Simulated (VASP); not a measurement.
# WC (Qusongite) with PBEsol: from relaxation to properties, part 2 of 5

Aim: relax WC (Qusongite), then compute properties on the relaxed cell. Left out of this account: 1 further run (relaxation: it shows nothing beyond the runs told). The start is a cell from a database of measured crystal structures.

VASP 6.6.1; PBEsol; plane waves and PAW (W, C).

Still holding for the runs below: The k-mesh is coarse for a metal.

So far. Step 2 (Full relaxation (PBEsol)): It ends with forces that vanish by symmetry and a pressure of 0.06 GPa. The volume lies -0.9 % from that of the database's start, which holds the thermal and zero-point expansion of its experiment.

## (3) Single point with fields (PBEsol)

A single point on the relaxed cell gives a clean self-consistent state, with density, ELF and potential written out.

INCAR

```
SYSTEM = WC
PREC = Accurate
ENCUT = 520
EDIFF = 1E-06
NELM = 100
ISMEAR = 0
SIGMA = 0.05
LREAL = .FALSE.
ALGO = Normal
GGA = PS
NBANDS = 11
LORBIT = 11
LWAVE = .FALSE.
LCHARG = .TRUE.
ISIF = 2
LELF = .TRUE.
LVHAR = .TRUE.
```

POSCAR

```
WC
1.0
    2.8972605947      0.0000000000      0.0000000000
   -1.4486302974      2.5091012764      0.0000000000
    0.0000000000      0.0000000000      2.8278598765
W C
1 1
Direct
    0.0000000000      0.0000000000      0.0000000000
    0.6666666667      0.3333333333      0.5000000000
```

KPOINTS

```
Automatic mesh
0
Gamma
9 9 8
0 0 0
```

The projector-augmented-wave data sets are W and C (PBE family, release 64).

Run with:

```
> mpirun -np 2 vasp_std
```

The log of the run:

```text
[banner, memory and clock lines left out]
running    2 mpi-ranks, on    1 nodes
 distrk:  each k-point on    2 cores,    1 groups
 distr:  one band on    1 cores,    2 groups

 POSCAR found type information on POSCAR W C
 POSCAR found :  2 types and       2 ions
 [... a notice as in an earlier step ...]

 LDA part: xc-table for (Slater+PW92), standard interpolation
|                                                                             |
|           W    W    AA    RRRRR   N    N  II  N    N   GGGG   !!!           |
|           W    W   A  A   R    R  NN   N  II  NN   N  G    G  !!!           |
|           W    W  A    A  R    R  N N  N  II  N N  N  G       !!!           |
|           W WW W  AAAAAA  RRRRR   N  N N  II  N  N N  G  GGG   !            |
|           WW  WW  A    A  R   R   N   NN  II  N   NN  G    G                |
|           W    W  A    A  R    R  N    N  II  N    N   GGGG   !!!           |
|                                                                             |
|     The number of bands has been changed from the values supplied in        |
|     The orbitals not found in the WAVECAR file will be initialized with     |
|     random numbers, which is usually adequate. For correlated               |
|     calculations, however, you should redo the groundstate calculation.     |
|     I found NBANDS = 11. Now, NBANDS = 12.                                  |
|                                                                             |

 POSCAR, INCAR and KPOINTS ok, starting setup
 FFT: planning ... GRIDC
 FFT: planning ... GRID_SOFT
 FFT: planning ... GRID
 WAVECAR not read
 entering main loop
       N       E                     dE             d eps       ncg     rms          rms(c)
DAV:   1     0.221775020226E+02    0.22178E+02   -0.50838E+03  1440   0.757E+02
DAV:   2    -0.252139423723E+02   -0.47391E+02   -0.44807E+02  1664   0.191E+02
DAV:   3    -0.269492352415E+02   -0.17353E+01   -0.17225E+01  1788   0.301E+01
DAV:   4    -0.269575501693E+02   -0.83149E-02   -0.83140E-02  1628   0.262E+00
DAV:   5    -0.269575822111E+02   -0.32042E-04   -0.32041E-04  1828   0.152E-01    0.351E+01
DAV:   6    -0.241170162308E+02    0.28406E+01   -0.12049E+01  1828   0.198E+01    0.119E+01
DAV:   7    -0.240293590040E+02    0.87657E-01   -0.57464E-01  1536   0.554E+00    0.851E+00
DAV:   8    -0.239882446498E+02    0.41114E-01   -0.93519E-02  1604   0.218E+00    0.194E+00
DAV:   9    -0.239826571846E+02    0.55875E-02   -0.14724E-02  1568   0.738E-01    0.179E-01
DAV:  10    -0.239825673591E+02    0.89825E-04   -0.82281E-04  1716   0.232E-01    0.116E-01
DAV:  11    -0.239825623926E+02    0.49665E-05   -0.67757E-05  1836   0.520E-02    0.820E-03
DAV:  12    -0.239825598416E+02    0.25510E-05   -0.44885E-06  1580   0.134E-02    0.921E-03
DAV:  13    -0.239825598603E+02   -0.18692E-07   -0.21448E-07   860   0.438E-03
   1 F= -.23982560E+02 E0= -.23982310E+02  d E =-.499797E-03
```

The job ended after 8.6 s (2 MPI ranks of Intel Xeon Platinum 8488C (Sapphire Rapids), shared host; peak memory 0.25 GiB).

From OUTCAR (step 3):

```text
  LATTYP: Found a hexagonal cell.
 ALAT       =     2.8972605947
 C/A-ratio  =     0.9760460905

The static configuration has the point symmetry D_3h.

 Found     60 irreducible k-points:

   k-points           NKPTS =     60   k-points in BZ     NKDIM =     60   number of bands    NBANDS=     12

   ENCUT  =  520.0 eV  38.22 Ry    6.18 a.u.   5.39  5.39  5.26*2*pi/ulx,y,z

   NELECT =      10.0000    total number of electrons

 E-fermi :   8.2996

 k-point     1 :       0.0000    0.0000    0.0000
  band No.  band energies     occupation
      1      -6.2217      2.00000
      2       3.8953      2.00000
      3       4.9144      2.00000
      4       4.9144      2.00000
      5       8.4328      0.00016
      6      11.5110      0.00000
      7      11.5110      0.00000
      8      14.0104      0.00000
      9      14.0104      0.00000
    ...

 k-point     2 :       0.1111    0.0000    0.0000
  band No.  band energies     occupation
      1      -5.9106      2.00000
      2       3.9020      2.00000
      3       4.5917      2.00000
      4       5.2197      2.00000
      5       7.5645      2.00000
      6      11.3956      0.00000
      7      12.4785      0.00000
      8      13.3857      0.00000
      9      13.7902      0.00000
     10      15.8186      0.00000
    ...

  Total        0.0059581      0.0059581      0.0069649     -0.0000000     -0.0000000      0.0000000
  in kB        0.4643581      0.4643581      0.5428247     -0.0000000     -0.0000000      0.0000000
  external PRESSURE =       0.4905136 kB  Pullay stress =       0.0000000 kB

  energy-cutoff  :      520.00
  volume of cell :       20.56
      direct lattice vectors                 reciprocal lattice vectors
     2.897260595  0.000000000  0.000000000     0.345153626  0.199274539  0.000000000
    -1.448630297  2.509101276  0.000000000     0.000000000  0.398549078  0.000000000
     0.000000000  0.000000000  2.827859876     0.000000000  0.000000000  0.353624311

 POSITION                                       TOTAL-FORCE (eV/Angst)
 -----------------------------------------------------------------------------------
      0.00000      0.00000      0.00000         0.000000      0.000000      0.000000
      1.44863      0.83637      1.41393        -0.000000      0.000000      0.000000
 -----------------------------------------------------------------------------------
    total drift:                               -0.000000      0.000000      0.000000

  FREE ENERGIE OF THE ION-ELECTRON SYSTEM (eV)
  ---------------------------------------------------
  free  energy   TOTEN  =       -23.9825598603 eV

  energy  without entropy=      -23.9820600638  energy(sigma->0) =      -23.98230996

 total charge
# of ion       s       p       d       tot
------------------------------------------
    1        0.628   0.898   4.415   5.940
    2        0.850   1.564   0.000   2.414
--------------------------------------------------
tot          1.479   2.462   4.415   8.355

[... 2 parts as in an earlier step ...]

[... 7 further parts left out ...]
```

Numbers from this step:

| Quantity | Value |
| --- | --- |
| SCF cycles | 13 |
| bands | 12 |
| pressure | 0.04905 GPa |

Valence electrons inside each PAW sphere by angular momentum. Sphere charges, by row:

```
atom  s (e)  p (e)  d (e)  tot (e)
  W1  0.628  0.898  4.415     5.94
  C2   0.85  1.564      0    2.414
```

Valence density in the ac plane at fractional y = 0.000, with atoms of W within 0.2 Å of it. It is the smooth field of the valence electrons, not physical close to the nuclei.

Ten even steps from '_' (0.33 e/Å³) to '@' (0.88 e/Å³):
```
%%##++==--..________..--==++##
**++====::..________..::====++
++====--::..________..::--====
====--::................::--==
::::........::::::::........::
________..::::----::::..______
________..::--------::..______
________..::--------::..______
________..::::----::::..______
::::........::::::::........::
====--::................::--==
++====--::..________..::--====
**++====::..________..::====++
%%##++==--..________..--==++##
@@%%**++==::________::==++**%%
```
Columns run along a (2.9 Å), rows up along c (2.8 Å). Atoms in or near the plane, at fractional coordinates: W at (0.00, 0.00).

ELF in the ac plane at fractional y = 0.000, with atoms of W within 0.2 Å of it. It is the smooth field of the valence electrons, not physical close to the nuclei.

Ten even steps from '_' (0.00) to '@' (0.65):
```
________::--==++++==--::______
________::--==****==--::______
______..--==++####++==--..____
..::::--==++##%%%%##++==--::::
------==++##%%@@@@%%##++==----
======++##@@@@@@@@@@@@##++====
++++**##%%@@@@@@@@@@@@%%##**++
++++**##%%@@@@@@@@@@@@%%##**++
======++##@@@@@@@@@@@@##++====
------==++##%%@@@@%%##++==----
..::::--==++##%%%%##++==--::::
______..--==++####++==--..____
________::--==****==--::______
________::--==++++==--::______
________..--==++++==--..______
```
Columns run along a (2.9 Å), rows up along c (2.8 Å). Atoms in or near the plane, at fractional coordinates: W at (0.00, 0.00).

Electrostatic potential energy in the ac plane at fractional y = 0.000, with atoms of W within 0.2 Å of it. With pseudopotentials it is smooth inside the atoms' cores, unlike the true potential.

Ten even steps from '0' (-33 eV) to '9' (-1 eV):
```
000246899864200
001357899875310
223467999976432
445678999987654
666789999998766
788999999999988
999999999999999
999999999999999
788999999999988
666789999998766
445678999987654
223467999976432
001357899875310
000246899864200
000246899864200
```
Columns run along a (2.9 Å; values clipped at the 3rd and 97th percentile), rows up along c (2.8 Å). Atoms in or near the plane, at fractional coordinates: W at (0.00, 0.00).

In this run the pressure is 0.05 GPa, small enough to go on.

## (4) Bands along the symmetry lines (PBEsol)

The mesh alone shows little of the dispersion and can miss band extrema, so KPOINTS_OPT adds a path through the symmetry points after the self-consistent cycle.

INCAR

```
SYSTEM = WC
PREC = Accurate
ENCUT = 520
EDIFF = 1E-06
NELM = 100
ISMEAR = 0
SIGMA = 0.05
LREAL = .FALSE.
ALGO = Normal
GGA = PS
NBANDS = 17
LORBIT = 11
LWAVE = .FALSE.
LCHARG = .FALSE.
KPAR = 2
```

POSCAR is that of step 3.

KPOINTS is that of step 3.

KPOINTS_OPT

```
Line mode
16
Line-mode
Reciprocal
  0.00000000   0.00000000   0.00000000 GAMMA
  0.50000000   0.00000000   0.00000000 M

  0.50000000   0.00000000   0.00000000 M
  0.33333333   0.33333333   0.00000000 K

  0.33333333   0.33333333   0.00000000 K
  0.00000000   0.00000000   0.00000000 GAMMA

  0.00000000   0.00000000   0.00000000 GAMMA
  0.00000000   0.00000000   0.50000000 A

  0.00000000   0.00000000   0.50000000 A
  0.50000000   0.00000000   0.50000000 L

  0.50000000   0.00000000   0.50000000 L
  0.33333333   0.33333333   0.50000000 H

  0.33333333   0.33333333   0.50000000 H
  0.00000000   0.00000000   0.50000000 A

  0.50000000   0.00000000   0.50000000 L
  0.50000000   0.00000000   0.00000000 M

  0.33333333   0.33333333   0.00000000 K
  0.33333333   0.33333333   0.50000000 H
```

Run with:

```
> mpirun -np 2 vasp_std
```

The log of the run:

```text
[banner, memory and clock lines left out]
running    2 mpi-ranks, on    1 nodes
 distrk:  each k-point on    1 cores,    2 groups
 distr:  one band on    1 cores,    1 groups

 POSCAR found type information on POSCAR W C
 POSCAR found :  2 types and       2 ions
 [... a notice as in an earlier step ...]

 LDA part: xc-table for (Slater+PW92), standard interpolation
 POSCAR, INCAR and KPOINTS ok, starting setup
 FFT: planning ... GRIDC
 FFT: planning ... GRID_SOFT
 FFT: planning ... GRID
 WAVECAR not read
 entering main loop
       N       E                     dE             d eps       ncg     rms          rms(c)
DAV:   1     0.173012878348E+02    0.17301E+02   -0.47271E+03  2040   0.534E+02
DAV:   2    -0.257638712051E+02   -0.43065E+02   -0.40132E+02  2605   0.141E+02
DAV:   3    -0.269542057614E+02   -0.11903E+01   -0.11859E+01  2503   0.190E+01
DAV:   4    -0.269575722385E+02   -0.33665E-02   -0.33662E-02  2573   0.124E+00
DAV:   5    -0.269575823460E+02   -0.10108E-04   -0.10107E-04  2572   0.632E-02    0.351E+01
DAV:   6    -0.241262863142E+02    0.28313E+01   -0.10189E+01  2666   0.140E+01    0.120E+01
DAV:   7    -0.240290436113E+02    0.97243E-01   -0.48499E-01  2370   0.366E+00    0.850E+00
DAV:   8    -0.239860589282E+02    0.42985E-01   -0.64926E-02  2708   0.153E+00    0.180E+00
DAV:   9    -0.239826369217E+02    0.34220E-02   -0.56678E-03  2518   0.420E-01    0.219E-01
DAV:  10    -0.239825678959E+02    0.69026E-04   -0.53459E-04  2817   0.137E-01    0.334E-02
DAV:  11    -0.239825609799E+02    0.69160E-05   -0.37435E-05  2560   0.296E-02    0.113E-02
DAV:  12    -0.239825598128E+02    0.11671E-05   -0.31356E-06  2248   0.821E-03    0.854E-03
DAV:  13    -0.239825598678E+02   -0.54995E-07   -0.15189E-07  1210   0.311E-03
   1 F= -.23982560E+02 E0= -.23982310E+02  d E =-.499767E-03
 Start KPOINTS_OPT (optional k-point list driver)
k-point batch [1-60\144]
       N       E                     dE             ncg
DAV:   1     0.476229278155E+04   -0.10299E+05     2048
DAV:   2     0.198800800863E+04   -0.27743E+04     2517
DAV:   3     0.191925898268E+04   -0.68749E+02     2652
DAV:   4     0.191904172984E+04   -0.21725E+00     2485
DAV:   5     0.191904080513E+04   -0.92470E-03     2650
DAV:   6     0.191904079926E+04   -0.58674E-05     2610
DAV:   7     0.191904079923E+04   -0.37157E-07     2120
[...]
k-point batch [121-144\144]
       N       E                     dE             ncg
DAV:   1     0.186079770787E+05   -0.91182E+04      816
DAV:   2     0.175998501401E+05   -0.10081E+04     1030
DAV:   3     0.175749349726E+05   -0.24915E+02     1058
DAV:   4     0.175748705824E+05   -0.64390E-01     1028
DAV:   5     0.175748703471E+05   -0.23526E-03     1069
DAV:   6     0.175748703458E+05   -0.12862E-05     1085
DAV:   7     0.175748703458E+05   -0.73051E-08      836
```

Run time: 16 s. Hardware: 2 MPI ranks; peak memory 0.3 GiB; 29 s of CPU time.

From OUTCAR (step 4):

```text
The static configuration has the point symmetry D_3h.

 Found     60 irreducible k-points:

   k-points           NKPTS =     60   k-points in BZ     NKDIM =     60   number of bands    NBANDS=     17

   NELECT =      10.0000    total number of electrons

 E-fermi :   8.2996

 k-point     3 :       0.2222   -0.0000    0.0000
  band No.  band energies     occupation
      1      -5.0624      2.00000
      2       2.9897      2.00000
      3       4.8894      2.00000
      4       6.0383      2.00000
      5       6.2455      2.00000
      6      11.1161      0.00000
      7      12.2575      0.00000
      8      13.3304      0.00000
      9      13.9464      0.00000
     10      17.5539      0.00000
    ...

 k-point     5 :       0.4444   -0.0000    0.0000
  band No.  band energies     occupation
      1      -3.0168      2.00000
      2       1.2570      2.00000
      3       4.6938      2.00000
      4       4.7234      2.00000
      5       7.7644      2.00000
      6      10.6327      0.00000
      7      12.8623      0.00000
      8      12.9698      0.00000
      9      15.2398      0.00000
     10      18.2879      0.00000
    ...

  Total        0.0058657      0.0058657      0.0069545     -0.0000000      0.0000000      0.0000000
  in kB        0.4571563      0.4571563      0.5420132     -0.0000000      0.0000000      0.0000000
  external PRESSURE =       0.4854420 kB  Pullay stress =       0.0000000 kB

 POSITION                                       TOTAL-FORCE (eV/Angst)
 -----------------------------------------------------------------------------------
      0.00000      0.00000      0.00000         0.000000     -0.000000      0.000000
      1.44863      0.83637      1.41393        -0.000000      0.000000      0.000000
 -----------------------------------------------------------------------------------
    total drift:                               -0.000000      0.000000      0.000000

  FREE ENERGIE OF THE ION-ELECTRON SYSTEM (eV)
  ---------------------------------------------------
  free  energy   TOTEN  =       -23.9825598678 eV

  energy  without entropy=      -23.9820601011  energy(sigma->0) =      -23.98230998

 total charge
# of ion       s       p       d       tot
------------------------------------------
    1        0.628   0.898   4.414   5.940
    2        0.850   1.564   0.000   2.414
--------------------------------------------------
tot          1.479   2.462   4.414   8.355

[... 12 parts as in an earlier step ...]
```

Spin-orbit coupling is off here; with elements this heavy it splits and shifts levels by tenths of an eV or more.

Numbers from this step:

```yaml
bands: 17
pressure: 0.04854 GPa
```

The electronic bands at the labelled points (eV, zero at the Fermi level; # counts the bands kept):

```
          point     #1     #2     #3     #4     #5    #6    #7    #8
              Γ  -4.40  -3.39  -3.39   0.13   3.21  3.21  5.71  5.71
0.53 of the way  -5.76  -3.26  -2.51  -1.85   2.69  3.69  4.86  6.11
              M  -7.14  -3.67  -3.65  -0.44   2.31  4.56  4.93  6.97
0.53 of the way  -6.93  -4.04  -3.57  -0.09   1.20  3.14  4.27  8.42
              K  -6.66  -4.66  -3.50   0.56   1.01  2.08  3.27  9.31
0.47 of the way  -6.03  -3.14  -2.80  -1.73   2.10  3.17  4.99  7.02
              Γ  -4.40  -3.39  -3.39   0.13   3.21  3.21  5.71  5.71
0.47 of the way  -5.50  -2.82  -2.82   0.78   0.78  0.79  6.12  6.12
              A  -8.73  -2.05  -2.05  -0.63  -0.63  3.71  4.59  4.59
0.53 of the way  -7.02  -3.56  -3.29  -1.79   1.62  4.95  5.24  7.34
              L  -6.55  -4.39  -4.25   0.29   4.46  5.33  6.76  9.28
0.47 of the way  -6.29  -6.07  -2.45  -0.37   4.96  5.87  6.52  9.79
              H  -7.33  -5.50  -1.64  -0.67   4.44  6.49  7.67  9.22
0.47 of the way  -6.55  -4.91  -2.39  -2.06   2.64  5.09  5.29  8.11
              A  -8.73  -2.05  -2.05  -0.63  -0.63  3.71  4.59  4.59
      jump to L  -6.55  -4.39  -4.25   0.29   4.46  5.33  6.76  9.28
0.47 of the way  -7.28  -4.11  -3.18  -0.81   3.77  4.09  6.68  6.80
              M  -7.14  -3.67  -3.65  -0.44   2.31  4.56  4.93  6.97
      jump to K  -6.66  -4.66  -3.50   0.56   1.01  2.08  3.27  9.31
0.47 of the way  -6.02  -4.74  -4.69  -0.81   2.90  5.22  5.25  8.24
              H  -7.33  -5.50  -1.64  -0.67   4.44  6.49  7.67  9.22
```

Of the projections kept (W, C), the largest for each band there; the rest of the weight can lie on other orbitals:

```csv
point,#1,#2,#3,#4,#5,#6,#7,#8
Γ,W 1.00,W 0.77,W 0.77,C 0.73,W 1.00,W 1.00,C 0.51,C 0.51
M,W 0.67,W 0.70,W 0.99,C 0.66,W 1.00,W 0.98,W 0.84,W 0.56
K,W 0.78,W 0.71,W 0.66,W 1.00,W 0.75,W 0.84,W 0.87,W 0.60
Γ,W 1.00,W 0.77,W 0.77,C 0.73,W 1.00,W 1.00,C 0.51,C 0.51
A,W 0.80,W 0.70,W 0.70,W 1.00,W 1.00,W 0.79,W 0.52,W 0.52
L,W 0.79,W 0.71,C 0.52,W 0.83,W 1.00,W 1.00,W 0.66,W 0.55
```

The electronic bands as a text plot (rows in eV, shown from -8.0 to 6.6 only):

```
    6.3 |   **               **     *  *  *****                **
    5.7 |**             * ***  *      *   *    *  *     *     *
    5.1 | ***  **     *****     *  ********   **** * *   **  *
    4.5 |  * *****   *   **      ****   ** *** * ******  **  *  *
    3.9 | * **   **     *        ***   *           **  **   *  *
    3.3 |***       **  * ***                             * ** *
    2.7 |   ***   *   * *   *   *     *         *         * **
    2.0 |      **  *** *     *                             *
    1.4 |        *    *        *     *           *
    0.8 |         ****        *     *
    0.2 |*        *  *     *** *        **        *  **    *
   -0.4 | *    ***              ****   *  ***      **     * *   *
   -1.0 |    **       *  **        *         **    **  * *   ***
   -1.6 |  **          *            ***     ****  *     *       *
   -2.2 |   *           *       ****       *   ******   *
   -2.8 |  * *         * **   **    *     *       *      *     *
   -3.4 |*********************       **  *             *  **  *
   -4.0 |        **  *                ***        *   ****** *
   -4.7 |***       **    *****          *       *          * *
   -5.3 |               *     *          *  **              *****
   -5.9 |   *          *                  **  **            **
   -6.5 |    *     ****        *      *****   * *    *     *  *
   -7.1 |     *****             *    *     ***   *    *****    **
   -7.7 |                           *             *
         Γ     M   K       Γ     A      L   H      A|L   M|K    H
```

There is no gap at this level.

[end of part 2 of 5]

[Lines on the potential files, build, host, timing and source positions are cut from VASP's logs without a mark.]

[Logs are printed without paths, hosts, clocks, repeated set-up lines and the standing remarks that a program may print on its own settings, such as how far it seeks lower states.]

[Hosts, paths, dates, database ids (printed as entryN), source tags and the programs' standing remarks are cut or masked in the printed files.]

[A measured line is paired with the nearest computed mode of its activity, which favours agreement.]
